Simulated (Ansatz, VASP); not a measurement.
# Al32O47 (V_O) in two plane-wave programs, part 2 of 2

Wanted: the spread between two codes on one cell, functional and k mesh. The cell is taken from a series of runs on this material, whose earlier steps may have relaxed, scaled, displaced or heated it; both programs get it as it stands.

VASP 6.6.1 and Ansatz 0.2.0.

So far. Step 2 (VASP: single point, PBE0 form with 20 % exact exchange …): The run ends at a pressure of -1.62 GPa, with forces up to 0.085 eV/Å.

### 3. Ansatz: single point, PBE0 form with 20 % exact exchange with an exact-exchange share of 0.2

Level of this step: Ansatz beside VASP: Kohn-Sham DFT, plane waves, PBE0 form with 20 % exact exchange (Ansatz).

Ansatz runs on its PAW soft_1 files.

The same cell, functional and mesh now go to Ansatz.

Contents of input.yaml:

```yaml
crystal:
  checkpoint: "../q0.relax.run"
  host: checkpoint
basis:
  ecutwfc: 420
  xc_grid: 2
hamiltonian:
  xc: { preset: pbe0, exx: 0.2 }
  pseudopotentials: { kind: paw, azcp: { folder: soft_1 } }
kpoints:
  mp_grid: { grid: [1, 1, 1] }
scf:
  occupations: { method: fixed }
  max_iter: 100
output:
  forces: true
  charged_corrections:
    epsilon: [3.29, 3.29, 3.26]
    static_epsilon: [9.66, 9.66, 11.75]
    defect_position: [0.625, 0.277916, 0.472084]
  eigenvalues: true
  eigenstates: { localisation: true }
checkpoint:
  read: "../q0.relax.run"
  write: "../q0.a20.run"
  compress: false
  write_wavefunctions: false
  write_every: 100000
```

Started as:

```
ansatz run input.yaml --threads 32 --pin off --max-ram 84787MiB --backend cuda --events-out ev --progress --plain --runs-dir out --max-vram 78GiB
```

Numbers of over 12 decimals in the logs are rounded to 6 here.

The log of the run:

```text
Warning: checkpoint.read: hamiltonian.xc differs: saved pbesol, current {"exchange":"pbe","correlation":"pbe","exx":{"coeff":0.2,"omega":null}}; the SCF iterates under this deck's functional from the saved state
crystal.checkpoint: the structure is that of <dir>, a `relax` run, at its step 5: its result, under pbesol at a charge of 0 e; 79 atoms read, 0 with a starting moment; this deck's functional is {"exchange":"pbe","correlation":"pbe","exx":{"coeff":0.2,"omega":null}}; crystal.structure_sha256 for this input is
Engine: ansatz 0.2.0, aarch64-unknown-linux-gnu
Pseudopotentials: kind: paw
Pseudopotential: Al, paw, valence charge 3, recommended cutoff 420 eV (normal), soft_1/Al.paw.azcp
Pseudopotential: O, paw, valence charge 6, recommended cutoff 420 eV (normal), soft_1/O.paw.azcp
Functional definition: unnamed
  parameter a_1 = 0.2
  exchange = (1 - a_1)*pbe_x + a_1*exact_x
  correlation = pbe_c
davidson cushion auto → on  (no smearing: the cushion is to keep the highest requested band from converging to the state above it; pin scf.eigensolver.cushion to override)
device memory: the entry about to start is reckoned to put 2.9 GiB on a device that reports 167.1 GiB free (of which the cap on the GPU budget leaves the run 78.0 GiB)
GPU FFT provider: cuFFT
GPU libraries: cuBLAS 13.8.1, cuFFT 12.4.0, cuSOLVER 12.3.2
GPU matrix products: emulated (plane waves: as basis.precision tells), large ones in fixed point in workspaces of 1.00 GiB
Crystal: 79 atoms, lattice volume = 684.717 Å³
Basis set: ecut = 420 eV, 13355 PW (Γ), exchange–correlation on 144×144×144 points (8 copies of the dense FFT grid, shifted against one another)
Bands: 268, of which v1, the nominal top of the filled ones, is band 189 counted from 1 (188 counted from 0)
Symmetry: 1 space group operations
Space group: P1 (ITA 1), of the structure as read, at distance tolerance 8.8e-5 Å
k-points: 1
Non-local potential: Al, projectors of the file, l = 0: 2, l = 1: 2, l = 2: 1
Non-local potential: O, projectors of the file, l = 0: 2, l = 1: 2, l = 2: 1
PAW form: soft (Blöchl's): semilocal exchange-correlation on the pseudo side does not see the compensation charge
PAW frozen core: Al, regenerated for the run's functional, and the local potential with it (the file was generated under x = pbe(κ = 0.804, μ = 0.219515), c = pbe(β = 0.066725))
PAW frozen core: O, regenerated for the run's functional, and the local potential with it (the file was generated under x = pbe(κ = 0.804, μ = 0.219515), c = pbe(β = 0.066725))
PAW one-centre angular grid: Al, 110 points (default); XC on 64 Gauss nodes
PAW one-centre angular grid: O, 110 points (default); XC on 64 Gauss nodes
Initial density: read from a saved state, or passed on in memory by an earlier SCF of this step, an earlier step, the calling program or the single point that the run made first
Initial wavefunctions: pseudopotential atomic-orbital guess
GPU buffer pool allocated for 373248 grid points (all kernels)
GPU transforms: local potential and band sums: pruned to the plane-wave sphere, on 72×72×72
Functional: x = pbe(κ = 0.804, μ = 0.219515), c = pbe(β = 0.066725), warm-up for x = 0.8 pbe(κ = 0.804, μ = 0.219515) + 0.2 exact, c = pbe(β = 0.066725)
iter 1 solved again at ethr=3.38e-4 eV; its pass at ethr=1.00e-1 eV (dr2=1.28e0 eV) is discarded
SCF iter   1: F=—  HF=-43985.512104 eV  |Δ(HF+E_count)|=         —  Δρ=1.58e-2  dr2=1.28e0  Hψ=2077
preconditioner: auto → none  [insulator: Δε(μ)=4.115 eV  Ē_g=17.442 eV  n_scr=174 (ndim 8)  ℏωp=27.6 eV  f_vac=0.000]
SCF iter   2: F=—  HF=-43985.190884 eV  |Δ(HF+E_count)|=   3.21e-1  Δρ=6.20e-3  dr2=1.53e-1  Hψ=788
iter 3 solved again at ethr=4.56e-7 eV; its pass at ethr=4.06e-5 eV (dr2=1.72e-3 eV) is discarded
SCF iter   3: F=-43985.142482 eV  HF=-43985.142427 eV  |Δ(HF+E_count)|=   4.85e-2  Δρ=7.76e-4  dr2=1.70e-3  Hψ=1498
SCF 1 stopped early in 3 iterations: F = -43985.142482 eV  dr2 = 1.70e-3
  greatest PAW one-centre occupation: 0.859 electrons in one spin orbital (limit 2), on the O atom at site 56 (counted from 0), in its partial waves of l = 0
device memory: the entry about to start is reckoned to put 3.7 GiB (of the 3.8 GiB reckoned in all, the device holds 0.1 GiB already) on a device that reports 167.0 GiB free (of which the cap on the GPU budget leaves the run 77.9 GiB)
GPU FFT provider: cuFFT
GPU libraries: cuBLAS 13.8.1, cuFFT 12.4.0, cuSOLVER 12.3.2
GPU matrix products: emulated (plane waves: as basis.precision tells), large ones in fixed point in workspaces of 1.00 GiB
Initial density: handed on by an earlier stage of this run
Initial wavefunctions: those handed on with the density
GPU buffer pool allocated for 373248 grid points (all kernels)
GPU transforms: local potential and band sums: pruned to the plane-wave sphere, on 72×72×72
Functional: x = 0.8 pbe(κ = 0.804, μ = 0.219515) + 0.2 exact, c = pbe(β = 0.066725)
Exchange kernel: α = 0.2000, full range, Wigner–Seitz truncation, v(0) = 2690.9801 eV·Å³, q-mesh 1×1×1, nearest image of the exchange supercell L = 9.55 Å, pair-density grid 45×45×45, without the augmentation charges, whose exchange is taken in its separable form (sized by the pseudopotential files, 54×54×64 at the most), smooth part of the exact exchange by density-matrix convolution of real orbitals (pair densities
Frozen-core exchange: fock
SCF iter   1: F=—  HF=-44001.561326 eV  |Δ(HF+E_count)|=         —  Δρ=6.64e-3  dr2=1.66e-1  Hψ=1405
preconditioner: auto → none  [insulator: Δε(μ)=5.651 eV  Ē_g=20.015 eV  n_scr=174 (ndim 8)  ℏωp=27.6 eV  f_vac=0.000]
SCF iter   2: F=—  HF=-44001.506931 eV  |Δ(HF+E_count)|=   5.44e-2  Δρ=3.18e-3  dr2=3.49e-2  Hψ=842
SCF iter   3: F=—  HF=-44001.580730 eV  |Δ(HF+E_count)|=   7.38e-2  Δρ=6.22e-4  dr2=2.95e-3  Hψ=766
SCF iter   4: F=—  HF=-44001.580133 eV  |Δ(HF+E_count)|=   5.97e-4  Δρ=2.06e-4  dr2=3.19e-4  Hψ=793
SCF iter   5: F=-44001.580640 eV  HF=-44001.580644 eV  |Δ(HF+E_count)|=   5.11e-4  Δρ=7.60e-5  dr2=3.17e-5  Hψ=880
SCF 2 stopped early in 5 iterations: F = -44001.580640 eV  dr2 = 3.17e-5
  Residual-converged pass: ⟨swp⟩=4.0  Hψ=703  notcnv=0  max |occ|·‖R‖ = 6.4e-6 eV (tolerance 6.7e-6 eV)  dr2=3.17e-5  dr2_onsite=2.19e-6  max |Δocc| = 0.0e0
  greatest PAW one-centre occupation: 0.861 electrons in one spin orbital (limit 2), on the O atom at site 56 (counted from 0), in its partial waves of l = 0
hybrid outer 1: dexx = +8.558e-2 eV, tail = 1.28e-4 eV
GPU FFT provider: cuFFT
GPU libraries: cuBLAS 13.8.1, cuFFT 12.4.0, cuSOLVER 12.3.2
GPU matrix products: emulated (plane waves: as basis.precision tells), large ones in fixed point in workspaces of 1.00 GiB
GPU buffer pool allocated for 373248 grid points (all kernels)
GPU transforms: local potential and band sums: pruned to the plane-wave sphere, on 72×72×72
Exchange kernel: α = 0.2000, full range, Wigner–Seitz truncation, v(0) = 2690.9801 eV·Å³, q-mesh 1×1×1, nearest image of the exchange supercell L = 9.55 Å, pair-density grid 45×45×45, without the augmentation charges, whose exchange is taken in its separable form (sized by the pseudopotential files, 54×54×64 at the most), smooth part of the exact exchange by density-matrix convolution of real orbitals (pair densities
Frozen-core exchange: fock
SCF iter   1: F=—  HF=-44001.580582 eV  |Δ(HF+E_count)|=         —  Δρ=4.20e-5  dr2=1.03e-5  Hψ=616
preconditioner: auto → none  [insulator: Δε(μ)=5.726 eV  Ē_g=20.000 eV  n_scr=174 (ndim 8)  ℏωp=27.6 eV  f_vac=0.000]
SCF iter   2: F=—  HF=-44001.580582 eV  |Δ(HF+E_count)|=   2.02e-7  Δρ=1.14e-5  dr2=5.11e-7  Hψ=875
SCF iter   3: F=—  HF=-44001.580583 eV  |Δ(HF+E_count)|=   6.56e-7  Δρ=8.34e-6  dr2=2.87e-7  Hψ=982
SCF iter   4: F=—  HF=-44001.580583 eV  |Δ(HF+E_count)|=   6.35e-8  Δρ=2.79e-6  dr2=4.57e-8  Hψ=726
SCF iter   5: F=-44001.580583 eV  HF=-44001.580583 eV  |Δ(HF+E_count)|=   1.06e-8  Δρ=6.95e-7  dr2=3.50e-9  Hψ=732
SCF 3 converged in 5 iterations: F = -44001.580583 eV  dr2 = 3.50e-9
  Residual-converged pass: ⟨swp⟩=2.0  Hψ=511  notcnv=0  max |occ|·‖R‖ = 1.3e-6 eV (tolerance 2.8e-6 eV)  dr2=3.45e-9  dr2_onsite=1.47e-10  max |Δocc| = 0.0e0
hybrid outer 2: dexx = +8.238e-7 eV, tail = 1.69e-8 eV, Δε = 2.01e-3 eV (about 3.17e-5 eV left of the loop's levels), ΔF = 3.97e-3 eV/Å (tail 3.06e-4)
hybrid SCF converged: 2 outer / 10 inner (+3 warm-up), last move |dexx| = 8.24e-7 eV, tail = 1.69e-8 eV
Stability not checked: this state was not tested for a lower state beside it, because the functional holds exact exchange (a hybrid, or Hartree-Fock), whose exchange loop this test does not read (fock_operator; see scf.lower_state_search)
Free energy (F): -44001.580583 eV
Frozen-core exchange: fock
Harris-Foulkes:  -44001.580583 eV  (|F-HF|=8.59e-10)
Internal energy: -44001.580583 eV  (E = F + TS)
E sigma→0 (E₀):  -44001.580583 eV
Fermi energy:    8.951986 eV
--- Per-component energies (eV) ---
  E_band       = -206.399032
  E_kinetic    = 8992.256990
  E_local      = -15813.199716  (includes V_loc(G=0)·N_el)
  E_nonlocal   = 2704.689051
  E_hartree    = 6069.859426
  E_xc         = -3820.695715
  E_vxc        = -4387.944042  (∫ρ·V_xc dr)
  E_exx        = -980.451331  (= α·E_x^exact, valence–valence)
  E_paw        = -22577.647014  (= ΣΔE_a)
  E_vpaw       = -1881.056945  (= ΣTr[D̂ρ^β])
  E_aug_tail   = 0.036998  (compensation charges beyond the density's cutoff)
  E_ewald      = -18574.346655
  E_core_change = -2.082624  (= ΣΔE_core)
  E_smearing   = -0.000000  (= −TS)
  E_closure    = 0.000007  (closes the sum)
  Σ components = -44001.580583   (vs F -44001.580583, Δ=0.00e0)
--- Forces (eV/Å), atoms counted from 1 ---
  atom   1  Al     0.00158167     0.00856147     0.01865471
  atom   2  Al    -0.09145363     0.00528687    -0.05078844
  atom   3  Al     0.00140600     0.00094791     0.00964898
  atom   4  Al    -0.00680607    -0.00315647    -0.00644339
  atom   5  O     -0.04732309    -0.00242007     0.00178522
  atom   6  O     -0.01706891    -0.04005797    -0.00595750
  [... 73 more lines of this table ...]
  max |Σ_I F_I| component: 3.51e-5 eV/Å
--- Band table (eV) ---
  k-point 0: bands = ["-14.2823", "-13.2901", "-13.2643", "-13.1528", "-13.1491", "-13.1374", "-13.1348", "-13.1264", "-13.1250", "-13.1087", "-13.0813", "-12.9149", "-12.4457", "-12.4252", "-12.3738"
```

The column dr2 measures how far the density is from self-consistency, as an energy; F and HF (Harris–Foulkes) agree once it is small.

### 4. Side by side

Known differences besides the potentials themselves: exact exchange at q = 0 is treated differently, which shows on coarse meshes; VASP keeps PBE cores, Ansatz makes them for the functional; fixed occupations in Ansatz, narrow Gaussian smearing in VASP; the cutoff is 420 eV in Ansatz and 520 eV in VASP (PREC = Accurate, projectors in real space); VASP takes a coarser grid for exact exchange (PRECFOCK = Fast). Total energies have different zeros and are not compared.

The two programs side by side:

```
              quantity  Ansatz   VASP  difference
gap on the k mesh (eV)   5.726  5.793      -0.067
```

Forces on 8 of the 79 atoms, those with the largest forces and the largest differences (eV/Å; atoms numbered as in POSCAR):

```
atom          Ansatz x, y, z            VASP x, y, z
 Al2   -0.091, 0.005, -0.051   -0.077, 0.006, -0.027
 Al3     0.001, 0.001, 0.010    0.001, 0.002, -0.015
Al17     0.041, 0.084, 0.051     0.034, 0.073, 0.028
Al24    0.016, -0.057, 0.036    0.015, -0.051, 0.049
 O35     0.035, 0.056, 0.023     0.039, 0.059, 0.022
 O45  -0.067, -0.002, -0.023  -0.071, -0.004, -0.020
 O57   -0.064, -0.010, 0.007   -0.075, -0.008, 0.009
 O64    0.041, 0.051, -0.006    0.045, 0.060, -0.007
```

The forces differ by 8.6 meV/Å r.m.s., which is 30.9 % of the r.m.s. force of 0.028 eV/Å (both taken over all components). A gap on the mesh is an upper bound, since the band edges may lie between its points.

### 5. Outcome

- difference in gap on the k mesh (single point, PBE0 form with 20 % exact exchange with an exact-exchange share of 0.2): -0.067 eV
- r.m.s. force difference (single point, PBE0 form with 20 % exact exchange with an exact-exchange share of 0.2): 8.6 meV/Å

The difference in gap on the k mesh is -0.067 eV (single point, PBE0 form with 20 % exact exchange with an exact-exchange share of 0.2), within the 0.08 eV picked in this series as the mark of a large difference. Such differences can come from data sets, numerical settings and the points named under the comparisons, not from the functional's error against experiment.

[Lines on the potential files, build, host, timing and source positions are cut from VASP's logs without a mark.]

[Logs are printed without paths, hosts, clocks, repeated set-up lines and the standing remarks that a program may print on its own settings, such as how far it seeks lower states.]

[Hosts, paths, dates, database ids (printed as entryN), source tags and the programs' standing remarks are cut or masked in the printed files.]
